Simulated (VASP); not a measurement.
Crystal: MoI.

```
Mo I
1.0
     3.62326    0.00000    0.00000
     0.00000    3.62326    0.00000
     0.00000    0.00000    5.04208
Mo I
1 1
Direct
  0.50000 0.50000 0.50000
  0.00000 0.00000 0.50000
```

The cell was built by a generator and needn't be a form met in nature.

| Item | Value |
| --- | --- |
| Program | VASP 6.6.1 |
| Task | relaxation of cell and atoms |
| Functional | PBE |
| Dispersion | dDsC |
| Potentials or basis | VASP PAW PBE potentials, release 64 (Mo_sv, I) |
| Cutoff | 600 eV |
| k mesh | 7 × 7 × 5 |
| Occupations | fermi-dirac, width 0.05 eV |
| Spin | no spin polarisation |

At the start: pressure 9.7 GPa; volume 33.10 Å³/atom.

How do energy, volume and symmetry change on relaxing?

Over 22 steps the energy falls by 749.0 meV/atom and the volume is 23.31 Å³/atom (-29.6 %); space group P4/mmm (No. 123, to 0.05 Å).

The path:
| step | energy change (eV) | largest force (eV/Å) | pressure (GPa) | volume (Å³) |
| --- | --- | --- | --- | --- |
| 1 | 0.0000 | 0.0000 | 9.65 | 66.19 |
| 2 | 0.1625 | 0.0000 | -8.60 | 86.16 |
| 3 | -0.4078 | 0.0000 | -2.83 | 74.36 |
| 4 | -0.4105 | 0.0000 | -1.94 | 73.48 |
| 5 | -0.4095 | 0.0000 | -1.64 | 73.20 |
| 6 | -0.4866 | 0.0000 | -2.06 | 70.39 |
| 7 | -0.8108 | 0.0000 | -3.49 | 61.93 |
| 8 | -1.4412 | 0.0000 | 2.80 | 44.81 |
| 9 | -1.3444 | 0.0000 | -3.52 | 51.47 |
| 10 | -1.4969 | 0.0000 | -0.97 | 47.45 |
| 11 | -1.4980 | 0.0000 | 0.03 | 46.61 |
| 12 | -1.4893 | 0.0000 | 0.81 | 46.07 |
| 13 | -1.4957 | 0.0000 | -1.72 | 47.91 |
| 14 | -1.5005 | 0.0000 | -0.98 | 47.31 |
| 15 | -1.4987 | 0.0000 | -0.14 | 46.69 |
| 16 | -1.4985 | 0.0000 | -0.11 | 46.67 |
| 17 | -1.4984 | 0.0000 | -0.09 | 46.65 |
| 18 | -1.4962 | 0.0000 | 0.36 | 46.47 |
| 19 | -1.4980 | 0.0000 | 0.05 | 46.61 |
| 20 | -1.4981 | 0.0000 | 0.00 | 46.62 |
| 21 | -1.4981 | 0.0000 | -0.02 | 46.62 |
| 22 | -1.4980 | 0.0000 | -0.01 | 46.61 |

Final structure:
```xyz
2
Lattice="3.8611 0.0000 0.0000 0.0000 3.8611 0.0000 0.0000 0.0000 3.1268" Properties=species:S:1:pos:R:3 pbc="T T T"
Mo    1.9306    1.9306    1.5634
I     0.0000    0.0000    1.5634
```

Caveat: the volume moved by over 15 % at a fixed basis, so the end points are rough; an odd number of electrons without spin polarisation forces a metal; a magnetic or distorted state may lie lower.
